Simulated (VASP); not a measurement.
Data:

```yaml
crystal:
  lattice:
    - [0.00000, 3.30758, 3.30758]
    - [3.30758, 0.00000, 3.30758]
    - [3.30758, 3.30758, 0.00000]
  atoms:
    - { symbol: Ag, position: [0.00000, 0.00000, 0.00000] }
    - { symbol: I, position: [0.25000, 0.25000, 0.25000] }
```

Method: PBE GGA, VASP's PBE PAW potentials (set 64) (plane waves; VASP 6.6.1). Run with 400 eV cut-off, Gaussian smearing of 0.050 eV, potentials Ag I.

Unless said otherwise, spin-orbit coupling is left out, though it shifts the bands of the heavy elements here.

Q: Predict the band gap (along the path) with the smallest direct gap where there is one.

A: 
```
Item                                   Result
------------------------------------  -------
band gap (along the path)             1.34 eV
smallest direct gap (along the path)  1.34 eV
```

Only differences to runs with the same potentials and settings are physical.

The compound is AgI in the zinc blende structure, whereas wurtzite is the usual form. It was relaxed first, which changed the volume by +5 %.
